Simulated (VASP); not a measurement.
Output of a VASP run:

**OSZICAR**
```
       N       E                     dE             d eps       ncg     rms          rms(c)
DAV:   1     0.245754187308E+03    0.24575E+03   -0.14486E+04  3744   0.175E+03
DAV:   2    -0.101895760640E+01   -0.24677E+03   -0.22898E+03  3801   0.368E+02
DAV:   3    -0.284972940686E+02   -0.27478E+02   -0.25936E+02  4414   0.138E+02
DAV:   4    -0.293344718764E+02   -0.83718E+00   -0.83380E+00  4148   0.268E+01
DAV:   5    -0.293598215841E+02   -0.25350E-01   -0.25337E-01  4957   0.414E+00    0.222E+01
DAV:   6    -0.288844399429E+02    0.47538E+00   -0.46684E+01  5218   0.959E+01    0.243E+01
DAV:   7    -0.259629024392E+02    0.29215E+01   -0.15076E+01  5056   0.821E+01    0.117E+01
DAV:   8    -0.262624950799E+02   -0.29959E+00   -0.20564E+00  4545   0.142E+01    0.930E+00
DAV:   9    -0.260157377836E+02    0.24676E+00   -0.15225E+00  5997   0.193E+01    0.519E+00
DAV:  10    -0.261099005909E+02   -0.94163E-01   -0.31296E-01  5111   0.593E+00    0.337E+00
DAV:  11    -0.260974309687E+02    0.12470E-01   -0.10704E-01  6057   0.576E+00    0.110E+00
DAV:  12    -0.260963706628E+02    0.10603E-02   -0.37875E-02  5623   0.255E+00    0.254E-01
DAV:  13    -0.260965036548E+02   -0.13299E-03   -0.22495E-03  4710   0.665E-01    0.127E-01
DAV:  14    -0.260964742165E+02    0.29438E-04   -0.27492E-04  5230   0.229E-01    0.114E-01
DAV:  15    -0.260964917885E+02   -0.17572E-04   -0.61502E-05  5787   0.122E-01    0.569E-02
DAV:  16    -0.260965038758E+02   -0.12087E-04   -0.28510E-05  5365   0.827E-02    0.343E-02
DAV:  17    -0.260965047431E+02   -0.86729E-06   -0.12160E-05  5479   0.557E-02    0.540E-03
DAV:  18    -0.260965052982E+02   -0.55517E-06   -0.15927E-06  2498   0.126E-02
   1 F= -.26096505E+02 E0= -.26091745E+02  d E =-.952002E-02  mag=     5.8716
```

File OUTCAR:
```
------------------------ aborting loop because EDIFF is reached ----------------------------------------
  FORCE on cell =-STRESS in cart. coord.  units (eV):
  Direction    XX          YY          ZZ          XY          YZ          ZX
  --------------------------------------------------------------------------------------
  Total       -0.4752629     -0.4752629     -0.4752629     -0.0199776     -0.0199776     -0.0199776
  in kB      -19.6990695    -19.6990695    -19.6990695     -0.8280452     -0.8280452     -0.8280452
  external PRESSURE =     -19.6990695 kB  Pullay stress =       0.0000000 kB
  volume of cell :       38.65
      direct lattice vectors                 reciprocal lattice vectors
     4.260000000  2.130000000  2.130000000     0.352112676 -0.117370892 -0.117370892
     2.130000000  4.260000000  2.130000000    -0.117370892  0.352112676 -0.117370892
     2.130000000  2.130000000  4.260000000    -0.117370892 -0.117370892  0.352112676
 POSITION                                       TOTAL-FORCE (eV/Angst)
 -----------------------------------------------------------------------------------
      0.00000      0.00000      0.00000        -0.000000      0.000000      0.000000
      4.26000      4.26000      4.26000         0.000000      0.000000      0.000000
      2.13000      2.13000      2.13000         0.000000     -0.000000     -0.000000
      6.39000      6.39000      6.39000        -0.000000     -0.000000     -0.000000
 -----------------------------------------------------------------------------------
    total drift:                                0.000000     -0.000000     -0.000000
  FREE ENERGIE OF THE ION-ELECTRON SYSTEM (eV)
  ---------------------------------------------------
  free  energy   TOTEN  =       -26.0965052982 eV

  energy  without entropy=      -26.0869852790  energy(sigma->0) =      -26.09174529

 total charge

# of ion       s       p       d       tot
------------------------------------------
    1        0.294   0.356   7.141   7.791
    2        0.294   0.356   7.141   7.791
    3        1.556   3.424   0.000   4.980
    4        1.556   3.424   0.000   4.980
--------------------------------------------------
tot          3.699   7.561  14.282  25.542

 magnetization (x)

# of ion       s       p       d       tot
------------------------------------------
    1        0.020   0.018   2.538   2.576
    2        0.020   0.018   2.538   2.576
    3        0.029   0.280   0.000   0.309
    4        0.029   0.280   0.000   0.309
--------------------------------------------------
tot          0.098   0.595   5.076   5.770
```
(Selected blocks of OUTCAR.)

POSCAR:
```
CoO
1
    4.2600000000     2.1300000000     2.1300000000
    2.1300000000     4.2600000000     2.1300000000
    2.1300000000     2.1300000000     4.2600000000
Co O
2 2
Direct
  0.0000000000   0.0000000000   0.0000000000
  0.5000000000   0.5000000000   0.5000000000
  0.2500000000   0.2500000000   0.2500000000
  0.7500000000   0.7500000000   0.7500000000
```

Write an INCAR and KPOINTS that could have produced this output.

One answer among several that fit: the input of the run itself, PBE GGA, plane waves, VASP's PBE PAW potentials (set 64).

### INCAR
```
ALGO  =  Normal
EDIFF  =  1E-6
ENCUT  =  520
GGA  =  PE
ISIF  =  2
ISMEAR  =  0
ISPIN  =  2
LASPH  =  .True.
LCHARG  =  .False.
LMAXMIX  =  4
LORBIT  =  10
LREAL  =  .False.
LWAVE  =  .False.
MAGMOM  =  1.0 1.0 1.0 1.0
NELM  =  100
PREC  =  Accurate
SIGMA  =  0.05
SYSTEM  =  CoO
```

File KPOINTS:
```
K-points
0
Gamma
  7 7 7
0 0 0
```

POTCAR, in this order: Co O (PBE.64 set). Program: vasp_std.

The moments were started parallel, and other spin orders were not tried in this run.

The compound is CoO in the rock salt, AFM-II order structure. The cell was not relaxed at this level. The k-mesh is coarse (spacing up to 0.35 per Å, 2π included), so the numbers may not be converged in it.
